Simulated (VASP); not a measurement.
A cell of Cd (hcp) near equilibrium:

```xyz
2
Lattice="1.4777 -2.5595 0.0000 1.4777 2.5595 0.0000 0.0000 0.0000 5.4696" Properties=species:S:1:pos:R:3 pbc="T T T"
Cd     1.4777     0.8532     1.3674
Cd     1.4777    -0.8532     4.1022
```

Calculation: PBEsol GGA, VASP's PBE PAW potentials (set 64) (plane waves; VASP 6.6.1).

| run | ΔE (meV/atom) | σxx | σyy | σzz | largest shear component, with its sign (GPa) | largest force (eV/Å) |
|---|---|---|---|---|---|---|
| as it is | 0.0 | 1.56 | 1.56 | 0.27 | 0.00 | 0.000 |
| after one change | 3.3 | 1.66 | 1.66 | 0.45 | 0.00 | 0.177 |
Stress is in GPa, positive when the cell is compressed.

Question: Which change was made?
A. isotropic strain of +4.0 %
B. atom 2 (Cd) moved by 0.075 Å along z
C. isotropic strain of +1.5 %
D. isotropic strain of -2.0 %

Answer: B, atom 2 (Cd) moved by 0.075 Å along z

The compound is Cd in the hcp structure.
